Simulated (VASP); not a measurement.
Input of a VASP 6.6.1 run:

INCAR

```
SYSTEM = Ba2Tl5V3O12
PREC = Accurate ; ENCUT = 520
EDIFF = 1E-6 ; ISMEAR = -1
SIGMA = 0.05 ; LREAL = .FALSE.
LASPH = .TRUE. ; NELM = 120
ALGO = Normal ; ISIF = 2
LWAVE = .FALSE. ; LCHARG = .FALSE.
ISPIN = 2 ; MAGMOM = 0 0 2 2 2 0 0 0 0 0 0 0 0 0 0 0 0 0 0 0 0 0
LORBIT = 11 ; LMAXMIX = 4
NBANDS = 119 ; KPAR = 4
```

Contents of KPOINTS:

```
Automatic mesh
0
G
  4 4 4
  0 0 0
```

Contents of POSCAR:

```
Ba2Tl5V3O12                             
1.0
    7.9160509337      0.0001275644      0.0002476519
   -3.9579198467      6.8555712044     -0.0002476522
    0.0002102626     -0.0001213953      6.7140889690
  Ba              V               Tl              O             
     2     3     5    12
Direct
     0.9999996156296632    0.0000003843703509    0.2405421055077710
     0.0000003843703366    0.9999996156296491    0.7594578944922290
     0.5000000000000000    0.0000000000000000    0.0000000000000000
     0.0000000000000000    0.5000000000000000    0.0000000000000000
     0.5000000000000000    0.5000000000000000    0.0000000000000000
     0.5000000000000000    0.0000000000000000    0.5000000000000000
     0.0000000000000000    0.5000000000000000    0.5000000000000000
     0.5000000000000000    0.5000000000000000    0.5000000000000000
     0.3333342840456845    0.6666657159543388    0.2279471248137161
     0.6666657159543153    0.3333342840456613    0.7720528751862838
     0.3371690020155345    0.3415897857789031    0.8098610095075206
     0.6584186675918843    0.9955810929301108    0.8098508658269356
     0.0044194682535917    0.6628358317149209    0.8098541412498351
     0.3415897858187756    0.3371690019332311    0.1901389904924735
     0.9955810930123565    0.6584186677139785    0.1901491341730689
     0.6628358315927935    0.0044194682137291    0.1901458587501662
     0.6628309979844655    0.6584102142210968    0.1901389904924794
     0.3415813324081156    0.0044189070698892    0.1901491341730644
     0.9955805317464080    0.3371641682850791    0.1901458587501649
     0.6584102141812244    0.6628309980667688    0.8098610095075265
     0.0044189069876435    0.3415813322860214    0.8098508658269311
     0.3371641684072064    0.9955805317862709    0.8098541412498337
```

File KPOINTS_OPT:

```
path GMKGALHA,LM,KH
15
line-mode
reciprocal
 0.0000000000  0.0000000000  0.0000000000  G
 0.5000000000  0.0000000000  0.0000000000  M

 0.5000000000  0.0000000000  0.0000000000  M
 0.3333333333  0.3333333333  0.0000000000  K

 0.3333333333  0.3333333333  0.0000000000  K
 0.0000000000  0.0000000000  0.0000000000  G

 0.0000000000  0.0000000000  0.0000000000  G
 0.0000000000  0.0000000000  0.5000000000  A

 0.0000000000  0.0000000000  0.5000000000  A
 0.5000000000  0.0000000000  0.5000000000  L

 0.5000000000  0.0000000000  0.5000000000  L
 0.3333333333  0.3333333333  0.5000000000  H

 0.3333333333  0.3333333333  0.5000000000  H
 0.0000000000  0.0000000000  0.5000000000  A

 0.5000000000  0.0000000000  0.5000000000  L
 0.5000000000  0.0000000000  0.0000000000  M

 0.3333333333  0.3333333333  0.0000000000  K
 0.3333333333  0.3333333333  0.5000000000  H
```

Potentials or basis: VASP PAW LDA potentials, release 64 (Ba_sv, V_sv, Tl_d, O).

Launch:

```bash
$ cat potpaw_LDA.64/Ba_sv/POTCAR potpaw_LDA.64/V_sv/POTCAR potpaw_LDA.64/Tl_d/POTCAR potpaw_LDA.64/O/POTCAR > POTCAR
$ mpirun -np 4 vasp_std > vasp.out
```

**Question.** What does it give for the largest force?

**Answer.** 0.006 eV/Å.

**Question.** What does it give for the band gap along the path?

**Answer.** None (metal or under the smearing width).

**Question.** Estimate the pressure.

**Answer.** 0.1 GPa.

Levels at the corners of the path, in eV from the Fermi level:
Spin up:
```
point  band 95  band 96  band 97  band 98  band 99  band 100  band 101  band 102
    Γ    -0.71    -0.71    -0.53    -0.30    -0.02      0.71      0.71      0.95
    M    -0.91    -0.80    -0.53    -0.49    -0.33      0.60      0.68      0.90
    M    -0.91    -0.80    -0.53    -0.49    -0.33      0.60      0.68      0.90
    K    -1.02    -0.74    -0.54    -0.54     0.18      0.18      0.60      0.86
    K    -1.02    -0.74    -0.54    -0.54     0.18      0.18      0.60      0.86
    Γ    -0.71    -0.71    -0.53    -0.30    -0.02      0.71      0.71      0.95
    Γ    -0.71    -0.71    -0.53    -0.30    -0.02      0.71      0.71      0.95
    A    -0.84    -0.50     0.33     0.68     0.68      0.93      0.93      1.41
    A    -0.84    -0.50     0.33     0.68     0.68      0.93      0.93      1.41
    L    -0.92    -0.72    -0.27     0.65     0.90      0.93      1.27      1.60
    L    -0.92    -0.72    -0.27     0.65     0.90      0.93      1.27      1.60
    H    -0.99    -0.45    -0.45     0.57     0.85      1.12      1.12      1.73
    H    -0.99    -0.45    -0.45     0.57     0.85      1.12      1.12      1.73
    A    -0.84    -0.50     0.33     0.68     0.68      0.93      0.93      1.41
    L    -0.92    -0.72    -0.27     0.65     0.90      0.93      1.27      1.60
    M    -0.91    -0.80    -0.53    -0.49    -0.33      0.60      0.68      0.90
    K    -1.02    -0.74    -0.54    -0.54     0.18      0.18      0.60      0.86
    H    -0.99    -0.45    -0.45     0.57     0.85      1.12      1.12      1.73
```
Spin down:
| point | band 95 | band 96 | band 97 | band 98 | band 99 | band 100 | band 101 | band 102 |
| --- | --- | --- | --- | --- | --- | --- | --- | --- |
| Γ | -0.71 | -0.71 | -0.53 | -0.30 | -0.02 | 0.71 | 0.71 | 0.95 |
| M | -0.91 | -0.80 | -0.53 | -0.49 | -0.33 | 0.60 | 0.68 | 0.90 |
| M | -0.91 | -0.80 | -0.53 | -0.49 | -0.33 | 0.60 | 0.68 | 0.90 |
| K | -1.02 | -0.74 | -0.54 | -0.54 | 0.18 | 0.18 | 0.60 | 0.86 |
| K | -1.02 | -0.74 | -0.54 | -0.54 | 0.18 | 0.18 | 0.60 | 0.86 |
| Γ | -0.71 | -0.71 | -0.53 | -0.30 | -0.02 | 0.71 | 0.71 | 0.95 |
| Γ | -0.71 | -0.71 | -0.53 | -0.30 | -0.02 | 0.71 | 0.71 | 0.95 |
| A | -0.84 | -0.50 | 0.33 | 0.68 | 0.68 | 0.93 | 0.93 | 1.41 |
| A | -0.84 | -0.50 | 0.33 | 0.68 | 0.68 | 0.93 | 0.93 | 1.41 |
| L | -0.92 | -0.72 | -0.27 | 0.65 | 0.90 | 0.93 | 1.27 | 1.60 |
| L | -0.92 | -0.72 | -0.27 | 0.65 | 0.90 | 0.93 | 1.27 | 1.60 |
| H | -0.99 | -0.45 | -0.45 | 0.57 | 0.85 | 1.12 | 1.12 | 1.73 |
| H | -0.99 | -0.45 | -0.45 | 0.57 | 0.85 | 1.12 | 1.12 | 1.73 |
| A | -0.84 | -0.50 | 0.33 | 0.68 | 0.68 | 0.93 | 0.93 | 1.41 |
| L | -0.92 | -0.72 | -0.27 | 0.65 | 0.90 | 0.93 | 1.27 | 1.60 |
| M | -0.91 | -0.80 | -0.53 | -0.49 | -0.33 | 0.60 | 0.68 | 0.90 |
| K | -1.02 | -0.74 | -0.54 | -0.54 | 0.18 | 0.18 | 0.60 | 0.86 |
| H | -0.99 | -0.45 | -0.45 | 0.57 | 0.85 | 1.12 | 1.12 | 1.73 |

Caveat: spin-orbit coupling is left out, which moves the levels of the heavy elements; semilocal functionals often make such compounds metallic where correlation or magnetic order opens a gap, which also shifts bond lengths.
